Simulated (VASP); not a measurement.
Input:

```xyz
5
Lattice="4.1852 0.0000 0.0000 0.0000 4.1852 0.0000 0.0000 0.0000 4.1852" Properties=species:S:1:pos:R:3 pbc="T T T"
Ba     0.0000     0.0000     0.0000
Hf     2.0926     2.0926     2.0926
O      2.0926     0.0000     2.0926
O      0.0000     2.0926     2.0926
O      2.0926     2.0926     0.0000
```

All values below come from TPSS meta-GGA, VASP's PBE PAW potentials (set 64) (plane waves; VASP). Run with 520 eV cut-off, 5×5×5 Γ-centred mesh, Gaussian smearing of 0.050 eV, potentials Ba_sv Hf_pv O.

Problem. Estimate the energy per atom (σ→0).

Solution. 
```yaml
energy per atom (σ→0): -11.993 eV/atom
```

The absolute energy has meaning only against runs of the same code, potentials and settings.

The compound is BaHfO3 in the cubic perovskite structure. It was relaxed first. The start is the result of an earlier pass.
